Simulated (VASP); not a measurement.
Consider the following.

```yaml
crystal:
  lattice:
    - [0.00000, 3.02583, 3.02583]
    - [3.02583, 0.00000, 3.02583]
    - [3.02583, 3.02583, 0.00000]
  atoms:
    - { symbol: Ca, position: [0.00000, 0.00000, 0.00000] }
    - { symbol: B, position: [0.25000, 0.25000, 0.25000] }
    - { symbol: B, position: [0.75000, 0.75000, 0.75000] }
```

Computed with PBEsol GGA, VASP's PBE PAW potentials (set 64) (plane waves; VASP). Numerical set-up: 600 eV cut-off, 8×8×8 Γ-centred mesh, first-order Methfessel-Paxton smearing of 0.10 eV, potentials Ca_sv B.

**Question.** Give the stress tensor in GPa (positive for a compressed cell).

**Answer.** 
```
-4.93   0.00   0.00
 0.00  -4.93   0.00
 0.00   0.00  -4.93
```
The pressure is its mean diagonal, -4.93 GPa.

The structure was generated: CaB2 was put into the fluorite type (Fm-3m), which need not be its known phase. This cell was strained or had an atom moved on purpose.
